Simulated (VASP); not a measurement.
Consider the following.

```
Cu16S
1.0
    5.13572     0.00000     0.00000
    2.56786     4.44767     0.00000
    0.00000     0.00000    20.37334
Cu S
16 1
Direct
  0.00138   0.99558   0.34708
  0.50304   0.99558   0.34708
  0.00103   0.49794   0.34760
  0.50165   0.49669   0.34834
  0.16982   0.16036   0.44935
  0.67058   0.15883   0.44909
  0.16792   0.66147   0.44942
  0.67061   0.66147   0.44942
  0.83953   0.32126   0.55079
  0.33920   0.32126   0.55079
  0.83946   0.82107   0.55352
  0.33826   0.82349   0.55074
  0.00309   0.97921   0.65491
  0.51770   0.97921   0.65491
  0.00380   0.49239   0.65481
  0.50760   0.48481   0.65070
  0.17532   0.14937   0.73359
```

All values below come from PBE GGA, VASP's PBE PAW potentials (set 64) (plane waves; VASP). Settings: PREC = Normal, 400 eV cut-off, 6×6×1 Γ-centred mesh, first-order Methfessel-Paxton smearing of 0.10 eV, potentials Cu S.

Problem. Estimate the energy per atom (σ→0), band gap (on the k-mesh) with the smallest direct gap where there is one.

Solution. 
The band gap (on the k-mesh) is none (metal, semimetal or under 0.01 eV) and the energy per atom (σ→0) is -3.611 eV/atom.

Only differences to runs with the same potentials and settings are physical.

The cell is a thin slab with vacuum, built from Cu (fcc): (111) face, S adsorbed.
